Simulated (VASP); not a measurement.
Input of a VASP 6.6.1 run:

POSCAR

```
BiAu2
1.0
    0.0000000000      3.9722170000      3.9722170000
    3.9722170000      0.0000000000      3.9722170000
    3.9722170000      3.9722170000      0.0000000000
Bi Au
2 4
Direct
    0.0000000000      0.0000000000      0.0000000000
    0.2500000000      0.2500000000      0.2500000000
    0.6250000000      0.6250000000      0.6250000000
    0.1250000000      0.6250000000      0.6250000000
    0.6250000000      0.6250000000      0.1250000000
    0.6250000000      0.1250000000      0.6250000000
```

INCAR.step1

```
ALGO = Normal
EDIFF = 1E-7
ENCUT = 520
GGA = PS
GGA_COMPAT = F
ISIF = 2
ISMEAR = 0
LASPH = T
LCHARG = T
LMAXMIX = 4
LORBIT = 11
LREAL = F
LSORBIT = T
LWAVE = F
MAGMOM = 0 0 0 0 0 0 0 0 0 0 0 0 0 0 0 0 0 0
NELM = 80
PREC = Accurate
SIGMA = 0.1
```

The input KPOINTS.step1:

```
k-points
0
Gamma
  8 8 8
```

Contents of INCAR.step2:

```
ALGO = Normal
EDIFF = 1E-7
ENCUT = 520
GGA = PS
GGA_COMPAT = F
ICHARG = 11
ISIF = 2
ISMEAR = 0
LASPH = T
LCHARG = F
LMAXMIX = 4
LORBIT = 11
LREAL = F
LSORBIT = T
LWAVE = F
MAGMOM = 0 0 0 0 0 0 0 0 0 0 0 0 0 0 0 0 0 0
NELM = 80
PREC = Accurate
SIGMA = 0.05
```

Contents of KPOINTS.step2:

```
path GXWKGLUWLK,UX
10
line-mode
reciprocal
 0.0000000000  0.0000000000  0.0000000000  G
 0.5000000000  0.0000000000  0.5000000000  X

 0.5000000000  0.0000000000  0.5000000000  X
 0.5000000000  0.2500000000  0.7500000000  W

 0.5000000000  0.2500000000  0.7500000000  W
 0.3750000000  0.3750000000  0.7500000000  K

 0.3750000000  0.3750000000  0.7500000000  K
 0.0000000000  0.0000000000  0.0000000000  G

 0.0000000000  0.0000000000  0.0000000000  G
 0.5000000000  0.5000000000  0.5000000000  L

 0.5000000000  0.5000000000  0.5000000000  L
 0.6250000000  0.2500000000  0.6250000000  U

 0.6250000000  0.2500000000  0.6250000000  U
 0.5000000000  0.2500000000  0.7500000000  W

 0.5000000000  0.2500000000  0.7500000000  W
 0.5000000000  0.5000000000  0.5000000000  L

 0.5000000000  0.5000000000  0.5000000000  L
 0.3750000000  0.3750000000  0.7500000000  K

 0.6250000000  0.2500000000  0.6250000000  U
 0.5000000000  0.0000000000  0.5000000000  X
```

Potentials or basis: VASP PAW PBE potentials, release 64 (Bi_d, Au).

Launch:

```console
$ cat potpaw_PBE.64/Bi_d/POTCAR potpaw_PBE.64/Au/POTCAR > POTCAR
$ cp INCAR.step1 INCAR
$ cp KPOINTS.step1 KPOINTS
$ mpirun -np 1 vasp_ncl > vasp.out
$ cp INCAR.step2 INCAR
$ cp KPOINTS.step2 KPOINTS
$ mpirun -np 1 vasp_ncl > vasp.out
```

Question: Estimate the net moment.

Answer: 0.00 μB per cell.

Moments on the atoms (μB; x, y, z):
```
Bi  0.00 0.00 0.00
Bi  0.00 0.00 0.00
Au  0.00 0.00 0.00
Au  0.00 0.00 0.00
Au  0.00 0.00 0.00
Au  0.00 0.00 0.00
```
